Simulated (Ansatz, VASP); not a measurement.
# BaTaI6: VASP beside Ansatz

```
CELL_PARAMETERS angstrom
0.00000 5.17220 5.17220
5.17220 0.00000 5.17220
5.17220 5.17220 0.00000
ATOMIC_POSITIONS crystal
Ba 0.50000 0.50000 0.50000
Ta 0.00000 0.00000 0.00000
I 0.50000 0.00000 0.00000
I 0.00000 0.50000 0.50000
I 0.00000 0.50000 0.00000
I 0.50000 0.00000 0.50000
I 0.00000 0.00000 0.50000
I 0.50000 0.50000 0.00000
```

Change from the starting cell: species swapped into the MnCuPt6 type (Fm-3m, No. 225).

Alike in both runs: task relaxation of cell and atoms; functional PBE; k mesh 6 × 6 × 6; occupations gaussian, width 0.1 eV; no spin polarisation.

```csv
,VASP,Ansatz
version,VASP 6.6.1,Ansatz 0.2.0
potentials or method,"VASP PAW PBE potentials, release 64 (Ba_sv, Ta_pv, I)","scalar-relativistic, plane waves, PAW"
plane-wave cutoff (eV),600,420
valence electrons in the cell,63,125
```

|  | VASP | Ansatz | Ansatz less VASP |
| --- | --- | --- | --- |
| gap on the k mesh at the Fermi level, each at its own relaxed structure (eV) | none | none | - |
| relaxed volume (Å³/atom) | 34.73 | 34.59 | -0.142 |
| relaxed cell length with the largest relative difference (Å) | 7.325 | 7.315 | -0.0100 |

A gap of «none» marks a metal or a gap that the smearing closes. The two sets of potentials don't hold the same shells in valence.

Caveats: an odd number of electrons without spin polarisation forces a metal; a magnetic or distorted state may lie lower. The runs have no spin-orbit coupling, so splittings on Ba, I, Ta are missing.
